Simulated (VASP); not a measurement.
Given:

```
Pb
1.0
    0.00000     2.39032     2.39032
    2.39032     0.00000     2.39032
    2.39032     2.39032     0.00000
Pb
1
Direct
  0.00000   0.00000   0.00000
```

Level of theory: PBEsol GGA, VASP's PBE PAW potentials (set 64) (plane waves; VASP 6.6.1). Run with 480 eV cut-off, 12×12×12 Γ-centred mesh, first-order Methfessel-Paxton smearing of 0.10 eV, potentials Pb_d.

Unless said otherwise, spin-orbit coupling is left out, though it shifts the bands of the heavy elements here.

Task: What does the run give for the energy per atom (σ→0), pressure, band gap (on the k-mesh) with the smallest direct gap where there is one?

Result: 
* **band gap (on the k-mesh)**: none (metal, semimetal or under 0.01 eV)
* **energy per atom (σ→0)**: -3.937 eV/atom
* **pressure**: 5.61 GPa

Total energies compare only between runs with the same potentials, cut-off and functional.

The compound is Pb in the fcc structure. This cell was strained or had an atom moved on purpose.
